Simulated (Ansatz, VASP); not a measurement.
# In3Sb in two plane-wave programs, part 3 of 3

Aim: how closely do two programs agree when they are given the same cell, functional and k mesh? The cell is generated by rule, not measured, and may not be a known phase. The cell is taken from a series of runs on this material, whose earlier steps may have relaxed, scaled, displaced or heated it; both programs get it as it stands.

VASP 6.6.1 and Ansatz 0.2.0.

So far: The starting structure; Ansatz: zone-centre phonons, PBEsol; VASP: zone-centre phonons, PBEsol.

## 3. VASP: zone-centre phonons, PBEsol (continued)

Level of this step: PBEsol; plane waves and PAW (Sb, In_d); invented cell (VASP).

Numbers of over 12 decimals in the logs are rounded to 6 here.

From OUTCAR (step 3):

```text
ion  position               nearest neighbor table
   1  0.000  0.500  0.348-   3 3.02   6 3.02   6 3.02   3 3.02   7 3.09   7 3.38   4 3.64   5 3.64
                             4 3.64   5 3.64
   2  0.500  0.000  0.652-   3 3.02   6 3.02   3 3.02   6 3.02   8 3.09   8 3.38   4 3.64   5 3.64
                             4 3.64   5 3.64
   3  0.500  0.500  0.500-   1 3.02   2 3.02   2 3.02   1 3.02   5 3.23   5 3.23   8 3.55   8 3.55
                             7 3.55   7 3.55
   4  0.000  0.000  0.000-   7 3.07   8 3.07   7 3.07   8 3.07   6 3.23   6 3.23   1 3.64   1 3.64
                             2 3.64   2 3.64
   5  0.500  0.500  0.000-   7 3.07   8 3.07   8 3.07   7 3.07   3 3.23   3 3.23   2 3.64   1 3.64
                             1 3.64   2 3.64
   6  0.000  0.000  0.500-   1 3.02   2 3.02   1 3.02   2 3.02   4 3.23   4 3.23   8 3.55   7 3.55
                             7 3.55   8 3.55
   7  0.000  0.500  0.825-   4 3.07   5 3.07   4 3.07   5 3.07   1 3.09   1 3.38   3 3.55   6 3.55
                             3 3.55   6 3.55
   8  0.500  0.000  0.175-   4 3.07   5 3.07   5 3.07   4 3.07   2 3.09   2 3.38   3 3.55   6 3.55
                             3 3.55   6 3.55

  LATTYP: Found a simple tetragonal cell.
 ALAT       =     5.7168935068
 C/A-ratio  =     1.1309983696

 Subroutine GETGRP returns: Found 16 space group operations
 (whereof  8 operations were pure point group operations)

The static configuration has the point symmetry D_2d.
 The point group associated with its full space group is D_4h.

 Found     40 irreducible k-points:

   k-points           NKPTS =     40   k-points in BZ     NKDIM =     40   number of bands    NBANDS=     54

   dimension x,y,z NGX =    42 NGY =   42 NGZ =   48
   dimension x,y,z NGXF=    84 NGYF=   84 NGZF=   96

   ENCUT  =  500.0 eV  36.75 Ry    6.06 a.u.  10.42 10.42 11.79*2*pi/ulx,y,z

   NELECT =      88.0000    total number of electrons

 k-points in reciprocal lattice and weights: Automatic mesh
   0.00000000  0.00000000  0.00000000       0.005
   0.16666667  0.00000000  0.00000000       0.019
   0.33333333  0.00000000  0.00000000       0.019
   0.50000000  0.00000000  0.00000000       0.009
   0.16666667  0.16666667  0.00000000       0.019
   0.33333333  0.16666667  0.00000000       0.037
   0.50000000  0.16666667  0.00000000       0.019
   0.33333333  0.33333333  0.00000000       0.019
   0.50000000  0.33333333  0.00000000       0.019
[...]
0.50000000  0.33333333  0.50000000       0.019
   0.50000000  0.50000000  0.50000000       0.005

 average (electrostatic) potential at core
       1 -84.9343       2 -84.9343       3 -93.6075       4 -93.5806       5 -93.5806
       6 -93.6075       7 -93.5654       8 -93.5654

 Eigenvectors and eigenvalues of the dynamical matrix
 ----------------------------------------------------

   1 f  =    3.828910 THz    24.057751 2PiTHz  127.718690 cm-1    15.835092 meV
             X         Y         Z           dx          dy          dz
      0.000000  2.858447  2.249345     0.068655   -0.500054    0.000000
      2.858447  0.000000  4.216452    -0.068655    0.500054    0.000000
      2.858447  2.858447  3.232899    -0.063860   -0.465126    0.000000
      0.000000  0.000000  0.000000     0.013982    0.101839    0.000000
      2.858447  2.858447  0.000000    -0.013982   -0.101839   -0.000000
      0.000000  0.000000  3.232899     0.063860    0.465126   -0.000000
      0.000000  2.858447  5.334345     0.016235   -0.118248    0.000000
      2.858447  0.000000  1.131452    -0.016235    0.118248   -0.000000

   2 f  =    3.828910 THz    24.057751 2PiTHz  127.718690 cm-1    15.835092 meV
             X         Y         Z           dx          dy          dz
      0.000000  2.858447  2.249345    -0.500054   -0.068655   -0.000000
      2.858447  0.000000  4.216452     0.500054    0.068655    0.000000
      2.858447  2.858447  3.232899     0.465126   -0.063860    0.000000
      0.000000  0.000000  0.000000    -0.101839    0.013982    0.000000
      2.858447  2.858447  0.000000     0.101839   -0.013982   -0.000000
      0.000000  0.000000  3.232899    -0.465126    0.063860    0.000000
      0.000000  2.858447  5.334345    -0.118248   -0.016235    0.000000
      2.858447  0.000000  1.131452     0.118248    0.016235    0.000000

   3 f  =    3.528366 THz    22.169376 2PiTHz  117.693611 cm-1    14.592141 meV
             X         Y         Z           dx          dy          dz
      0.000000  2.858447  2.249345     0.110353    0.488058   -0.000000
      2.858447  0.000000  4.216452     0.110353    0.488058   -0.000000
      2.858447  2.858447  3.232899    -0.109956   -0.486300   -0.000000
      0.000000  0.000000  0.000000    -0.006400   -0.028307    0.000000
      2.858447  2.858447  0.000000    -0.006400   -0.028307   -0.000000
      0.000000  0.000000  3.232899    -0.109956   -0.486300   -0.000000
      0.000000  2.858447  5.334345     0.003128    0.013836   -0.000000
      2.858447  0.000000  1.131452     0.003128    0.013836   -0.000000

   4 f  =    3.528366 THz    22.169376 2PiTHz  117.693611 cm-1    14.592141 meV
             X         Y         Z           dx          dy          dz
      0.000000  2.858447  2.249345     0.488058   -0.110353   -0.000000
      2.858447  0.000000  4.216452     0.488058   -0.110353    0.000000
      2.858447  2.858447  3.232899    -0.486300    0.109956    0.000000
      0.000000  0.000000  0.000000    -0.028307    0.006400    0.000000
      2.858447  2.858447  0.000000    -0.028307    0.006400   -0.000000
      0.000000  0.000000  3.232899    -0.486300    0.109956   -0.000000
      0.000000  2.858447  5.334345     0.013836   -0.003128    0.000000
      2.858447  0.000000  1.131452     0.013836   -0.003128    0.000000

   5 f  =    3.261252 THz    20.491052 2PiTHz  108.783665 cm-1    13.487449 meV
             X         Y         Z           dx          dy          dz
      0.000000  2.858447  2.249345     0.114364    0.067652   -0.000000
      2.858447  0.000000  4.216452    -0.114364   -0.067652   -0.000000
      2.858447  2.858447  3.232899    -0.075866    0.044878    0.000000
      0.000000  0.000000  0.000000    -0.402085    0.237854    0.000000
      2.858447  2.858447  0.000000     0.402085   -0.237854   -0.000000
      0.000000  0.000000  3.232899     0.075866   -0.044878   -0.000000
      0.000000  2.858447  5.334345    -0.435754   -0.257771    0.000000
      2.858447  0.000000  1.131452     0.435754    0.257771    0.000000

   6 f  =    3.261252 THz    20.491052 2PiTHz  108.783665 cm-1    13.487449 meV
             X         Y         Z           dx          dy          dz
      0.000000  2.858447  2.249345    -0.067652    0.114364    0.000000
      2.858447  0.000000  4.216452     0.067652   -0.114364   -0.000000
      2.858447  2.858447  3.232899     0.044878    0.075866    0.000000
      0.000000  0.000000  0.000000     0.237854    0.402085    0.000000
      2.858447  2.858447  0.000000    -0.237854   -0.402085   -0.000000
      0.000000  0.000000  3.232899    -0.044878   -0.075866   -0.000000
      0.000000  2.858447  5.334345     0.257771   -0.435754   -0.000000
      2.858447  0.000000  1.131452    -0.257771    0.435754    0.000000

   7 f  =    3.081484 THz    19.361537 2PiTHz  102.787253 cm-1    12.743989 meV
             X         Y         Z           dx          dy          dz
      0.000000  2.858447  2.249345    -0.060515   -0.015885    0.000000
      2.858447  0.000000  4.216452    -0.060515   -0.015885    0.000000
      2.858447  2.858447  3.232899    -0.020446   -0.005367   -0.000000
      0.000000  0.000000  0.000000    -0.436799   -0.114654   -0.000000
      2.858447  2.858447  0.000000    -0.436799   -0.114654    0.000000
      0.000000  0.000000  3.232899    -0.020446   -0.005367    0.000000
      0.000000  2.858447  5.334345     0.522396    0.137123   -0.000000
      2.858447  0.000000  1.131452     0.522396    0.137123    0.000000

   8 f  =    3.081484 THz    19.361537 2PiTHz  102.787253 cm-1    12.743989 meV
             X         Y         Z           dx          dy          dz
      0.000000  2.858447  2.249345     0.015885   -0.060515   -0.000000
      2.858447  0.000000  4.216452     0.015885   -0.060515   -0.000000
      2.858447  2.858447  3.232899     0.005367   -0.020446    0.000000
      0.000000  0.000000  0.000000     0.114654   -0.436799   -0.000000
      2.858447  2.858447  0.000000     0.114654   -0.436799    0.000000
      0.000000  0.000000  3.232899     0.005367   -0.020446    0.000000
      0.000000  2.858447  5.334345    -0.137123    0.522396    0.000000
      2.858447  0.000000  1.131452    -0.137123    0.522396    0.000000

   9 f  =    3.034208 THz    19.064489 2PiTHz  101.210276 cm-1    12.548469 meV
             X         Y         Z           dx          dy          dz
      0.000000  2.858447  2.249345     0.000000   -0.000000   -0.000000
      2.858447  0.000000  4.216452     0.000000    0.000000   -0.000000
      2.858447  2.858447  3.232899    -0.000000   -0.000000   -0.511466
      0.000000  0.000000  0.000000     0.000000    0.000000   -0.488265
      2.858447  2.858447  0.000000     0.000000    0.000000    0.488265
      0.000000  0.000000  3.232899    -0.000000    0.000000    0.511466
      0.000000  2.858447  5.334345    -0.000000   -0.000000    0.000000
      2.858447  0.000000  1.131452    -0.000000   -0.000000    0.000000

  10 f  =    2.941487 THz    18.481910 2PiTHz   98.117454 cm-1    12.165008 meV
             X         Y         Z           dx          dy          dz
      0.000000  2.858447  2.249345     0.000000   -0.000000   -0.192030
      2.858447  0.000000  4.216452    -0.000000   -0.000000   -0.192030
      2.858447  2.858447  3.232899    -0.000000   -0.000000   -0.472466
      0.000000  0.000000  0.000000     0.000000   -0.000000    0.420341
      2.858447  2.858447  0.000000     0.000000   -0.000000    0.420341
      0.000000  0.000000  3.232899     0.000000   -0.000000   -0.472466
      0.000000  2.858447  5.334345    -0.000000    0.000000    0.251425
      2.858447  0.000000  1.131452    -0.000000    0.000000    0.251425

  11 f  =    2.849402 THz    17.903323 2PiTHz   95.045831 cm-1    11.784176 meV
             X         Y         Z           dx          dy          dz
      0.000000  2.858447  2.249345    -0.000000    0.000000   -0.454193
      2.858447  0.000000  4.216452    -0.000000    0.000000   -0.454193
      2.858447  2.858447  3.232899    -0.000000    0.000000    0.235151
      0.000000  0.000000  0.000000    -0.000000    0.000000   -0.207547
    [... 145 further lines ...]
      0.000000  2.858447  5.334345     0.298360    0.348321   -0.000000
      2.858447  0.000000  1.131452    -0.298360   -0.348321   -0.000000

 ELASTIC MODULI CONTR FROM IONIC RELAXATION (kBar)
 Direction    XX          YY          ZZ          XY          YZ          ZX
 --------------------------------------------------------------------------------
 XX       -1159.9907   1028.0389     13.9812      0.0000     -0.0000      0.0000
 YY        1028.0389  -1159.9907     13.9812      0.0000      0.0000     -0.0000
 ZZ          13.9812     13.9812   -110.6168      0.0000      0.0000     -0.0000
 XY           0.0000      0.0000      0.0000      0.0000      0.0000      0.0000
 YZ          -0.0000      0.0000      0.0000      0.0000    -68.2188      0.0000
 ZX           0.0000     -0.0000     -0.0000      0.0000      0.0000    -81.4196
 --------------------------------------------------------------------------------
```

## 4. Side by side

Known differences besides the potentials themselves: the data sets hold 108 valence electrons in Ansatz (on its default PAW (the set named soft_2) files) and 88 in VASP; the cutoff is 420 eV in Ansatz and 500 eV in VASP; Ansatz makes its cores anew for this functional, VASP keeps those of its PBE data sets. Total energies have different zeros and are not compared.

Both answers:

```
                                                   quantity  Ansatz   VASP  difference
optical mode 1 to 2 (imaginary, printed as negative) (cm⁻¹)   -10.3  -13.2        +2.9
                                      optical mode 3 (cm⁻¹)    24.9   23.6        +1.3
                                 optical mode 4 to 5 (cm⁻¹)    34.0   33.0        +1.0
                                      optical mode 6 (cm⁻¹)    34.5   34.9        -0.4
                                 optical mode 7 to 8 (cm⁻¹)    40.6   40.1        +0.4
                                      optical mode 9 (cm⁻¹)    46.1   46.6        -0.5
                                     optical mode 10 (cm⁻¹)    92.9   93.5     -0.70 %
                                     optical mode 11 (cm⁻¹)    94.1   95.0     -0.95 %
                                     optical mode 12 (cm⁻¹)    97.7   98.1     -0.42 %
                                     optical mode 13 (cm⁻¹)   101.4  101.2     +0.19 %
                               optical mode 14 to 15 (cm⁻¹)   102.9  102.8     +0.12 %
                               optical mode 16 to 17 (cm⁻¹)   108.4  108.8     -0.33 %
                               optical mode 18 to 19 (cm⁻¹)   117.2  117.7     -0.38 %
                               optical mode 20 to 21 (cm⁻¹)   126.7  127.7     -0.81 %
```

Modes are paired by rising frequency, not by their patterns, so a pair may set unlike modes beside each other; they are those without the splitting of longitudinal modes.

## 5. Results

| Quantity | Value |
| --- | --- |
| r.m.s. difference of the optical zone-centre modes, each program's sorted by frequency (zone-centre phonons, PBEsol) | 1.1 cm⁻¹ |
| difference in optical mode 11 (zone-centre phonons, PBEsol) | -1.0 % |

In words: The r.m.s. difference of the optical zone-centre modes, each program's sorted by frequency is 1.1 cm⁻¹ (zone-centre phonons, PBEsol). The data sets hold unlike numbers of valence electrons (108 in Ansatz and 88 in VASP), so part of the differences comes from the potentials. Among the rows given in per cent, the largest difference of the zone-centre phonons, PBEsol pair is in optical mode 11, -1.0 %. Such differences can come from data sets, numerical settings and the points named under the comparisons, not from the functional's error against experiment.

[Lines on the potential files, build, host, timing and source positions are cut from VASP's logs without a mark.]

[Logs are printed without paths, hosts, clocks, repeated set-up lines and the standing remarks that a program may print on its own settings, such as how far it seeks lower states.]

[Hosts, paths, dates, database ids (printed as entryN), source tags and the programs' standing remarks are cut or masked in the printed files.]
